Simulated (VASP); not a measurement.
An input for Quantum ESPRESSO's pw.x (written as the equivalent of a VASP run, and not itself run):

```
&CONTROL
  calculation = 'scf'
  pseudo_dir = './pseudo'
  outdir = './out'
  tprnfor = .true.
  tstress = .true.
/
&SYSTEM
  ibrav = 0
  nat = 2
  ntyp = 2
  ecutwfc = 84
  occupations = 'smearing'
  smearing = 'gaussian'
  degauss = 0.003675
  input_dft = 'pbe'
/
&ELECTRONS
  conv_thr = 7.3e-08
  electron_maxstep = 100
/
ATOMIC_SPECIES
  B 10.810 B.upf
  N 14.007 N.upf
CELL_PARAMETERS angstrom
     0.0000000    1.8126170    1.7556580
     1.8394460    0.0000000    1.7556580
     1.8394460    1.8126170    0.0000000
ATOMIC_POSITIONS crystal
  B    0.0000000  0.0000000  0.0000000
  N    0.2273360  0.2726640  0.2726640
K_POINTS automatic
  11 11 11 0 0 0
```

Question: Write the VASP files for the same calculation (PBE).

Answer: One answer among several that fit: 
File KPOINTS:
```
Automatic mesh
0
Gamma
11 11 11
0 0 0
```

**INCAR**
```
SYSTEM  =  BN
PREC  =  Accurate; ENCUT  =  520; LREAL  =  .FALSE.
LASPH  =  .TRUE.
EDIFF  =  1E-6; NELM  =  100; ALGO  =  Normal
ISMEAR  =  0; SIGMA  =  0.05
GGA  =  PE
ISIF  =  2
LWAVE  =  .FALSE.; LCHARG  =  .FALSE.
```

POSCAR:
```
BN
1
    0.0000000000     1.8126170000     1.7556580000
    1.8394460000     0.0000000000     1.7556580000
    1.8394460000     1.8126170000     0.0000000000
B N
1 1
Direct
  0.0000000000   0.0000000000   0.0000000000
  0.2273360000   0.2726640000   0.2726640000
```

POTCAR, in this order: B N (PBE.64 set). Program: vasp_std.

The two are equivalent in intent, not identical: the potentials are each code's own (VASP's PAW set, PseudoDojo norm-conserving files in pw.x), so ENCUT and ecutwfc are chosen apart and not converted; conv_thr bounds pw.x's estimated SCF error, while EDIFF bounds the energy change between steps.

The compound is BN in the zinc blende structure. The cell was not relaxed at this level, atoms are displaced from their ideal sites.
